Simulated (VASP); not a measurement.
The system is Si2Mo.

```
Si Mo
1.0
    -1.60000    1.60000    3.93050
     1.60000   -1.60000    3.93050
     1.60000    1.60000   -3.93050
Si Mo
2 1
Direct
  0.33300 0.33300 0.00000
  0.66700 0.66700 0.00000
  0.00000 0.00000 0.00000
```

* Program: VASP 6.6.1
* Task: relaxation of cell and atoms
* Functional: PBE
* Potentials or basis: VASP PAW PBE potentials, release 64 (Si, Mo_sv)
* Cutoff: 600 eV
* k mesh: 16 × 16 × 16
* Occupations: methfessel-paxton, width 0.1 eV
* Spin: no spin polarisation

At the start: pressure 2.4 GPa; volume 13.42 Å³/atom.

Problem. Where does the relaxation end?

Solution. Over 6 steps the energy falls by 2.9 meV/atom and the volume is 13.59 Å³/atom (+1.3 %); space group I4/mmm (No. 139, to 0.05 Å).

Step by step:
| step | energy change (eV) | largest force (eV/Å) | pressure (GPa) | volume (Å³) |
| --- | --- | --- | --- | --- |
| 1 | 0.0000 | 0.2738 | 2.37 | 40.25 |
| 2 | -0.0016 | 0.0945 | -3.22 | 41.41 |
| 3 | -0.0066 | 0.1757 | -0.70 | 40.86 |
| 4 | -0.0085 | 0.0104 | 0.12 | 40.75 |
| 5 | -0.0086 | 0.0146 | 0.01 | 40.76 |
| 6 | -0.0086 | 0.0038 | 0.00 | 40.76 |

Final structure:
```yaml
crystal:
  lattice:
    - [-1.60864, 1.60864, 3.93776]
    - [1.60864, -1.60864, 3.93776]
    - [1.60864, 1.60864, -3.93776]
  atoms:
    - { symbol: Si, position: [0.33513, 0.33513, 0.00000] }
    - { symbol: Si, position: [0.66487, 0.66487, 0.00000] }
    - { symbol: Mo, position: [0.00000, 0.00000, 0.00000] }
```
